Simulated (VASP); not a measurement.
# Ba3Zn2Te4 (C2/m) in VASP: notebook

Runs on Ba3Zn2Te4. Level: PBEsol. Tasks: single point.

All numbers are computed with VASP 6.6.1; they aren't measurements. Logs are shortened: lines on timing, memory, paths and dates and some standing lists are left out, and cuts for length are marked.

## 1. Starting point

It takes space group C2/m (No. 12, monoclinic). Conventional cell: a = 17.763 Å, b = 4.848 Å, c = 7.652 Å, α = 90.00°, β = 112.21°, γ = 90.00°. Ba (site symmetry m) is surrounded by 7 Te at 3.52 to 3.73 Å and 3 Zn at 3.69 to 3.75 Å. Ba (site symmetry 2/m) has 6 Te at 3.42 to 3.43 Å and 4 Zn at 3.92 Å as nearest neighbours. Around Zn (site symmetry m) lie 4 Te at 2.90 to 2.94 Å. Around Te (site symmetry m) lie 3 Zn at 2.90 to 2.94 Å. Around Te (site symmetry m) lie 1 Te at 2.80 Å and 1 Zn at 2.94 Å.

The cell was built by a generator and needn't be a form met in nature.

## 2. Single point, PBEsol

INCAR reads:

```
SYSTEM = Ba3Zn2Te4
ALGO     = Fast           ! electronic algorithm
EDIFF    = 1E-7           ! SCF threshold, eV
ENCUT    = 520            ! plane-wave cutoff, eV
GGA      = PS             ! functional
ISIF     = 2              ! what is computed and relaxed
ISMEAR   = -1             ! smearing method
LASPH    = .True.         ! aspherical terms in the spheres
LCHARG   = .False.        ! write CHGCAR
LREAL    = .False.        ! projectors in reciprocal space
LWAVE    = .False.        ! write WAVECAR
NBANDS   = 49             ! bands
NELM     = 100            ! most SCF steps
PREC     = Accurate       ! precision mode
SIGMA    = 0.1            ! smearing width, eV
```

KPOINTS reads:

```
k-points
0
Gamma
  4 4 3
  0 0 0
```

POSCAR reads:

```
Ba3Zn2Te4
1.0
    0.0000000000      4.8477100000      0.0000000000
    8.8812930000     -2.4238550000      0.0000000000
    2.8931390000      0.0000000000     -7.0844790000
Ba Zn Te
3 2 4
Direct
    0.1419400000      0.2838800000      0.4096900000
    0.8580600000      0.7161200000      0.5903100000
    0.0000000000      0.0000000000      0.0000000000
    0.3316700000      0.6633400000      0.9717400000
    0.6683300000      0.3366600000      0.0282600000
    0.2077100000      0.4154200000      0.8034600000
    0.7922900000      0.5845800000      0.1965400000
    0.4977500000      0.9955000000      0.6848600000
    0.5022500000      0.0045000000      0.3151400000
```

Potentials or basis: VASP PAW PBE potentials, release 64 (Ba_sv, Zn, Te).

The run is started by

```bash
> cat potpaw_PBE.64/Ba_sv/POTCAR potpaw_PBE.64/Zn/POTCAR potpaw_PBE.64/Te/POTCAR > POTCAR
> mpirun -np 1 vasp_std > vasp.out
```

OUTCAR:

```text
SYSTEM = Ba3Zn2Te4
   EDIFF = 1E-7
   ENCUT = 520
   GGA = PS
   ISIF = 2
   ISMEAR = -1
   LASPH = .True.
   LREAL = .False.
   NELM = 100
   PREC = Accurate

 ion  position               nearest neighbor table
   1  0.142  0.284  0.410-   7 3.52   7 3.52   8 3.58   8 3.58   6 3.62   5 3.69   5 3.69   9 3.73
                             9 3.73   4 3.75   3 4.26   2 4.70   3 4.71
   2  0.858  0.716  0.590-   6 3.52   6 3.52   9 3.58   9 3.58   7 3.62   4 3.69   4 3.69   8 3.73
                             8 3.73   5 3.75   3 4.26   1 4.70   3 4.71
   3  0.000  0.000  0.000-   6 3.42   7 3.42   9 3.43   8 3.43   9 3.43   8 3.43   1 4.26   2 4.26
                             1 4.71   2 4.71
   4  0.332  0.663  0.972-   7 2.90   7 2.90   8 2.94   6 2.94   2 3.69   2 3.69   1 3.75
   5  0.668  0.337  0.028-   6 2.90   6 2.90   9 2.94   7 2.94   1 3.69   1 3.69   2 3.75
   6  0.208  0.415  0.803-   5 2.90   5 2.90   4 2.94   3 3.42   2 3.52   2 3.52   1 3.62
   7  0.792  0.585  0.197-   4 2.90   4 2.90   5 2.94   3 3.42   1 3.52   1 3.52   2 3.62
   8  0.498  0.995  0.685-   9 2.80   4 2.94   3 3.43   3 3.43   1 3.58   1 3.58   2 3.73   2 3.73

   9  0.502  0.005  0.315-   8 2.80   5 2.94   3 3.43   3 3.43   2 3.58   2 3.58   1 3.73   1 3.73

  LATTYP: Found a base centered monoclinic cell.
 ALAT       =    17.7625860000
 B/A-ratio  =     0.2729169052
 C/A-ratio  =     0.4308188492
 COS(beta)  =    -0.3780666854

  Lattice vectors:

 A1 = (  -8.8812930000,  -2.4238550000,   0.0000000000)
 A2 = (  -8.8812930000,   2.4238550000,   0.0000000000)
 A3 = (   2.8931390000,   0.0000000000,  -7.0844790000)

Analysis of symmetry for initial positions (statically):
=====================================================================
 Subroutine PRICEL returns:
 Original cell was already a primitive cell.

 Routine SETGRP: Setting up the symmetry group for a
 base centered monoclinic supercell.

 Subroutine GETGRP returns: Found  4 space group operations
 (whereof  4 operations were pure point group operations)
 out of a pool of  4 trial point group operations.

The static configuration has the point symmetry C_2h.

Analysis of symmetry for dynamics (positions and initial velocities):
=====================================================================
 Subroutine PRICEL returns:
 Original cell was already a primitive cell.

 Routine SETGRP: Setting up the symmetry group for a
 base centered monoclinic supercell.

 Subroutine GETGRP returns: Found  4 space group operations
 (whereof  4 operations were pure point group operations)
 out of a pool of  4 trial point group operations.

The dynamic configuration has the point symmetry C_2h.

 Subroutine INISYM returns: Found  4 space group operations
 (whereof  4 operations are pure point group operations),
 and found     1 'primitive' translations

----------------------------------------------------------------------------------------

                                     Primitive cell

  volume of cell :     305.0147

  direct lattice vectors                    reciprocal lattice vectors
     0.000000000  4.847710000  0.000000000     0.056298109  0.206282967  0.022990859
     8.881293000 -2.423855000  0.000000000     0.112596218  0.000000000  0.045981717
     2.893139000  0.000000000 -7.084479000     0.000000000  0.000000000 -0.141153640

  length of vectors
     4.847710000  9.206108755  7.652456859     0.215059803  0.121623298  0.141153640

  position of ions in fractional coordinates (direct lattice)
     0.141940000  0.283880000  0.409690000
     0.858060000  0.716120000  0.590310000
     0.000000000  0.000000000  0.000000000
     0.331670000  0.663340000  0.971740000
     0.668330000  0.336660000  0.028260000
     0.207710000  0.415420000  0.803460000
     0.792290000  0.584580000  0.196540000
     0.497750000  0.995500000  0.684860000
     0.502250000  0.004500000  0.315140000

  ion indices of the primitive-cell ions
   primitive index   ion index
                 1           1
                 2           2
                 3           3
                 4           4
                 5           5
                 6           6
                 7           7
                 8           8
                 9           9

----------------------------------------------------------------------------------------

 KPOINTS: k-points

Automatic generation of k-mesh.
 Grid dimensions read from file:
 generate k-points for:    4    4    3

 Generating k-lattice:

  Cartesian coordinates                     Fractional coordinates (reciprocal lattice)
     0.014074527  0.051570742  0.005747715     0.250000000  0.000000000  0.000000000
     0.028149054  0.000000000  0.011495429     0.000000000  0.250000000  0.000000000
     0.000000000  0.000000000 -0.047051213     0.000000000  0.000000000  0.333333333

  Length of vectors
     0.053764951  0.030405824  0.047051213

  Shift w.r.t. Gamma in fractional coordinates (k-lattice)
     0.000000000  0.000000000  0.000000000

 Subroutine IBZKPT returns following result:
 ===========================================

 Found     17 irreducible k-points:

 Following reciprocal coordinates:
            Coordinates               Weight
  0.000000  0.000000  0.000000      1.000000
  0.250000  0.000000 -0.000000      4.000000
  0.500000  0.000000 -0.000000      2.000000
  0.000000  0.250000 -0.000000      2.000000
  0.250000  0.250000 -0.000000      4.000000
  0.500000  0.250000 -0.000000      2.000000
[... 9 lines left out ...]
  0.250000  0.500000  0.333333      4.000000
  0.000000 -0.250000  0.333333      2.000000
   k-points           NKPTS =     17   k-points in BZ     NKDIM =     17   number of bands    NBANDS=     49
   number of dos      NEDOS =    301   number of ions     NIONS =      9
   total plane-waves  NPLWV = 151200
   dimension x,y,z NGX =    36 NGY =   70 NGZ =   60
   dimension x,y,z NGXF=    72 NGYF=  140 NGZF=  120
   ions per type =               3   2   4
   NGX,Y,Z   is equivalent  to a cutoff of  12.35, 12.64, 13.03 a.u.
   NGXF,Y,Z  is equivalent  to a cutoff of  24.69, 25.28, 26.07 a.u.
 SYSTEM =  Ba3Zn2Te4
   PREC   = accura    normal or accurate (medium, high low for compatibility)
   ISTART =      0    job   : 0-new  1-cont  2-samecut
   ICHARG =      2    charge: 1-file 2-atom 10-const
   ISPIN  =      1    spin polarized calculation?
   LNONCOLLINEAR =      F non collinear calculations
   LSORBIT =      F    spin-orbit coupling
   LASPH  =      T    aspherical Exc in radial PAW
   ENCUT  =  520.0 eV  38.22 Ry    6.18 a.u.   9.01 17.12 14.23*2*pi/ulx,y,z
   NELM   =    100;   NELMIN=  2; NELMDL= -5     # of ELM steps
   EDIFF  = 0.1E-06   stopping-criterion for ELM
   LREAL  =      F    real-space projection
   EDIFFG = 0.1E-05   stopping-criterion for IOM
   NSW    =      0    number of steps for IOM
   IBRION =     -1    ionic relax: 0-MD 1-quasi-New 2-CG
   NFREE  =      0    steps in history (QN), initial steepest desc. (CG)
   ISIF   =      2    stress and relaxation
   ISYM   =      2    0-nonsym 1-usesym 2-fastsym
   POTIM  = 0.5000    time-step for ionic-motion
   TEBEG  =    0.0;   TEEND  =   0.0 temperature during run
   PSTRESS=    0.0 pullay stress
   NELECT =      78.0000    total number of electrons
   NUPDOWN=      -1.0000    fix difference up-down
   EMIN   =  10.00;   EMAX   =-10.00  energy-range for DOS
   EFERMI =   0.00;   METHOD = LEGACY
   ISMEAR =    -1;   SIGMA  =   0.10  broadening in eV -4-tet -1-fermi 0-gaus
   EFERMI_NEDOS =   21; number of points for ismear=-14 and -15
   IALGO  =     68    algorithm
   IMIX   =      4    mixing-type and parameters
     AMIX     =   0.40;   BMIX     =  1.00
     AMIX_MAG =   1.60;   BMIX_MAG =  1.00
  volume/ion in A,a.u.               =      33.89       228.70
  Fermi-wavevector in a.u.,A,eV,Ry     =   1.039121  1.963654 14.691196  1.079772
  Thomas-Fermi vector in A             =   2.173637
   LORBIT       =      0    0 simple, 1 ext, 2 COOP (PROOUT), +10 PAW based schemes
   GGA     = PS    functional components
   LHFCALC =     F    Hartree Fock is set to
   AEXX    =    0.0000 exact exchange contribution
   IVDW    =     0    specifies the selected vdW correction
   LEPSILON=     F    determine dielectric tensor
   LRPA    =     F    only Hartree local field effects (RPA)
 non-spin polarized calculation
 RMM-DIIS sequential band-by-band and
  energy-cutoff  :      520.00
  volume of cell :      305.01
 maximum number of plane-waves:      8230
   NGX = 19   NGY = 35   NGZ = 29

 number of electron      77.9999986 magnetization

 Free energy of the ion-electron system (eV)
  ---------------------------------------------------
  ext. energy  EPLUGINS =         0.00000000
  ---------------------------------------------------
  free energy    TOTEN  =       -31.38418215 eV

  energy without entropy =      -31.22105534  energy(sigma->0) =      -31.30261874

 E-fermi :   4.6249     XC(G=0):  -9.1034

 val. band max:        4.5804528519   @ k =   0.0000   0.2500  -0.0000
 cond. band min:       4.6898679544   @ k =   0.2500   0.0000  -0.0000
 fundamental gap:      0.1094151025
 Fermi energy:         4.6248920418

 k-point     1 :       0.0000    0.0000    0.0000
  band No.  band energies     occupation
      1     -24.2655      2.00000
      2     -24.2578      2.00000
      3     -23.7808      2.00000
      4      -9.8228      2.00000
      5      -9.7232      2.00000
      6      -9.5361      2.00000
[... 41 lines left out ...]
     48       6.6089      0.00000
     49       6.7900      0.00000

 k-point     2 :       0.2500    0.0000   -0.0000
  band No.  band energies     occupation
      1     -24.2617      2.00000
      2     -24.2555      2.00000
      3     -23.7776      2.00000
      4      -9.7545      2.00000
      5      -9.6671      2.00000
      6      -9.6280      2.00000
[... 41 lines left out ...]
     48       7.1326      0.00000
     49       7.4714      0.00000

 k-point     3 :       0.5000    0.0000   -0.0000
  band No.  band energies     occupation
      1     -24.2579      2.00000
      2     -24.2534      2.00000
      3     -23.7743      2.00000
      4      -9.8720      2.00000
      5      -9.6473      2.00000
      6      -9.5944      2.00000
[... 41 lines left out ...]
     48       7.4817      0.00000
     49       7.7602      0.00000

 k-point     4 :       0.0000    0.2500   -0.0000
  band No.  band energies     occupation
      1     -24.2644      2.00000
      2     -24.2588      2.00000
      3     -23.7808      2.00000
      4      -9.8068      2.00000
      5      -9.7034      2.00000
      6      -9.5522      2.00000
[... 613 lines left out ...]
     48       6.9410      0.00000
     49       6.9745      0.00000

 k-point    16 :       0.2500    0.5000    0.3333
  band No.  band energies     occupation
      1     -24.2602      2.00000
      2     -24.2569      2.00000
      3     -23.7778      2.00000
      4      -9.7951      2.00000
      5      -9.6580      2.00000
      6      -9.5975      2.00000
[... 41 lines left out ...]
     48       6.8751      0.00000
     49       7.1011      0.00000

 k-point    17 :       0.0000   -0.2500    0.3333
  band No.  band energies     occupation
      1     -24.2640      2.00000
      2     -24.2590      2.00000
      3     -23.7810      2.00000
      4      -9.8722      2.00000
      5      -9.6718      2.00000
      6      -9.6103      2.00000
[... 41 lines left out ...]
     48       6.7438      0.00000
     49       7.1769      0.00000

------------------------ aborting loop because EDIFF is reached ----------------------------------------

  FORCE on cell =-STRESS in cart. coord.  units (eV):
  Direction    XX          YY          ZZ          XY          YZ          ZX
  --------------------------------------------------------------------------------------
  -------------------------------------------------------------------------------------
  Total       -1.9066672     -1.7765005      7.3874817      0.0000000      0.0000000     -1.0893366
  in kB      -10.0153178     -9.3315798     38.8048716      0.0000000      0.0000000     -5.7220538
  external PRESSURE =       6.4859913 kB  Pullay stress =       0.0000000 kB

 VOLUME and BASIS-vectors are now :
 -----------------------------------------------------------------------------
  energy-cutoff  :      520.00
  volume of cell :      305.01
      direct lattice vectors                 reciprocal lattice vectors
     0.000000000  4.847710000  0.000000000     0.056298109  0.206282967  0.022990859
     8.881293000 -2.423855000  0.000000000     0.112596218  0.000000000  0.045981717
     2.893139000  0.000000000 -7.084479000     0.000000000  0.000000000 -0.141153640

 POSITION                                       TOTAL-FORCE (eV/Angst)
 -----------------------------------------------------------------------------------
      3.70651     -0.00000     -2.90244        -0.176062      0.000000      0.214482
      8.06792      2.42386     -4.18204         0.176062     -0.000000     -0.214482
      0.00000      0.00000      0.00000         0.000000      0.000000      0.000000
      8.70270      0.00000     -6.88427         0.210661      0.000000     -0.107679
      3.07174      2.42385     -0.20021        -0.210661     -0.000000      0.107679
      6.01399      0.00000     -5.69210         0.034218     -0.000000      0.044689
      5.76044      2.42386     -1.39238        -0.034218      0.000000     -0.044689
     10.82272      0.00000     -4.85188         0.328093     -0.000000     -2.469203
      0.95171      2.42385     -2.23260        -0.328093      0.000000      2.469203
 -----------------------------------------------------------------------------------
    total drift:                                0.000000      0.000000     -0.000000

  FREE ENERGIE OF THE ION-ELECTRON SYSTEM (eV)
  ---------------------------------------------------
  free  energy   TOTEN  =       -31.3841821523 eV

  energy  without entropy=      -31.2210553357  energy(sigma->0) =      -31.30261874
```

Run time: 8 min. Hardware: 1 thread of AMD EPYC 7R13 (Zen 3), shared host; peak memory 0.49 GiB.

What came out:

| Item | Value |
| --- | --- |
| Free energy | -31.3842 eV |
| Pressure | 0.6 GPa |
| Largest force | 2.491 eV/Å |
| Band gap on the k mesh | none (metal or under the smearing width) |

Forces on the atoms (eV/Å):
```
Ba  -0.176  0.000  0.214
Ba   0.176  0.000 -0.214
Ba   0.000  0.000  0.000
Zn   0.211  0.000 -0.108
Zn  -0.211  0.000  0.108
Te   0.034  0.000  0.045
Te  -0.034  0.000 -0.045
Te   0.328  0.000 -2.469
Te  -0.328  0.000  2.469
```

Caveat: the PAW data sets were made with another functional, which shifts forces and pressure a little. The run has no spin-orbit coupling, so splittings on Ba, Te are missing.

## 3. Single point, PBEsol

INCAR reads:

```
SYSTEM = Ba3Zn2Te4
  PREC = Accurate
  ENCUT = 520
  EDIFF = 1E-7
  ISMEAR = -1
  SIGMA = 0.1
  LREAL = .FALSE.
  LASPH = .TRUE.
  NELM = 60
  ALGO = Normal
  ISIF = 2
  LWAVE = .FALSE.
  LCHARG = .FALSE.
  GGA = PS
  NBANDS = 49
```

KPOINTS reads:

```
regular mesh
0
G
  4 4 3
  0 0 0
```

POSCAR is that of step 2.

Potentials or basis: VASP PAW PBE potentials, release 64 (Ba_sv, Zn, Te).

The run is started by

```bash
> cat potpaw_PBE.64/Ba_sv/POTCAR potpaw_PBE.64/Zn/POTCAR potpaw_PBE.64/Te/POTCAR > POTCAR
> mpirun -np 1 vasp_std > vasp.out
```

Run time: 4.4 min. Hardware: 1 thread of AMD EPYC 7R13 (Zen 3), shared host; peak memory 0.5 GiB.

Results (log left out):

* Free energy: -31.3842 eV
* Pressure: 0.6 GPa
* Largest force: 2.491 eV/Å
* Band gap on the k mesh: none (metal or under the smearing width)

Forces in eV/Å, atoms in the order of the input:
```
Ba  -0.176  0.000  0.215
Ba   0.176  0.000 -0.215
Ba   0.000  0.000  0.000
Zn   0.211  0.000 -0.108
Zn  -0.211  0.000  0.108
Te   0.034  0.000  0.045
Te  -0.034  0.000 -0.045
Te   0.328  0.000 -2.469
Te  -0.328  0.000  2.469
```

Stress tensor (GPa, compression positive):
```
-1.00  0.00 -0.57
 0.00 -0.93  0.00
-0.57  0.00  3.88
```

Levels at points of the mesh, in eV from the Fermi level:
```tsv
k point	band 35	band 36	band 37	band 38	band 39	band 40	band 41	band 42	band 43	band 44
(0.00, 0.00, 0.00)	-2.54	-2.41	-2.40	-0.95	-0.67	-0.20	0.27	0.41	0.76	1.29
(0.50, 0.00, 0.00)	-3.27	-2.66	-2.63	-0.57	-0.26	0.51	0.60	1.00	1.08	1.33
(0.00, 0.50, 0.00)	-2.67	-2.61	-2.27	-0.93	-0.35	0.34	0.41	0.84	1.17	1.31
```

Caveat: the PAW data sets were made with another functional, which shifts forces and pressure a little.

## 4. Single point, PBEsol

INCAR reads:

```
SYSTEM = Ba3Zn2Te4
PREC = Accurate
ENCUT = 520
EDIFF = 1E-6
ISMEAR = -1
SIGMA = 0.01
LREAL = .False.
LASPH = .True.
NELM = 100
ALGO = Normal
ISIF = 2
LWAVE = .False.
LCHARG = .False.
GGA = PS
NBANDS = 49
```

KPOINTS reads:

```
Automatic mesh
0
Gamma
  4 4 3
  0 0 0
```

POSCAR is that of step 3.

The run is started by

```bash
> cat potpaw_PBE.64/Ba_sv/POTCAR potpaw_PBE.64/Zn/POTCAR potpaw_PBE.64/Te/POTCAR > POTCAR
> mpirun -np 1 vasp_std > vasp.out
```

Run time: 4.5 min. Hardware: 1 thread of AMD EPYC 7R13 (Zen 3), shared host; peak memory 0.51 GiB.

The run converged. Its results:

```yaml
Free_energy: -31.3093 eV
Pressure: 0.5 GPa
Largest_force: 2.417 eV/Å
Band_gap_on_the_k_mesh: none (metal or under the smearing width)
```

Forces on the atoms (eV/Å):
```
Ba  -0.190  0.000  0.219
Ba   0.190  0.000 -0.219
Ba   0.000  0.000  0.000
Zn   0.196  0.000 -0.087
Zn  -0.196  0.000  0.087
Te   0.048  0.000  0.070
Te  -0.048  0.000 -0.070
Te   0.313  0.000 -2.397
Te  -0.313  0.000  2.397
```

Stress tensor (GPa, compression positive):
```
-1.12  0.00 -0.44
 0.00 -1.09  0.00
-0.44  0.00  3.73
```

Levels at points of the mesh, in eV from the Fermi level:
| k point | band 36 | band 37 | band 38 | band 39 | band 40 | band 41 | band 42 | band 43 |
| --- | --- | --- | --- | --- | --- | --- | --- | --- |
| (0.00, 0.00, 0.00) | -2.46 | -2.46 | -1.01 | -0.72 | -0.24 | 0.22 | 0.36 | 0.71 |
| (0.50, 0.00, 0.00) | -2.71 | -2.68 | -0.63 | -0.31 | 0.46 | 0.55 | 0.95 | 1.03 |
| (0.00, 0.50, 0.00) | -2.66 | -2.33 | -0.98 | -0.40 | 0.28 | 0.36 | 0.79 | 1.12 |

Caveat: the PAW data sets were made with another functional, which shifts forces and pressure a little. The run has no spin-orbit coupling, so splittings on Ba, Te are missing.
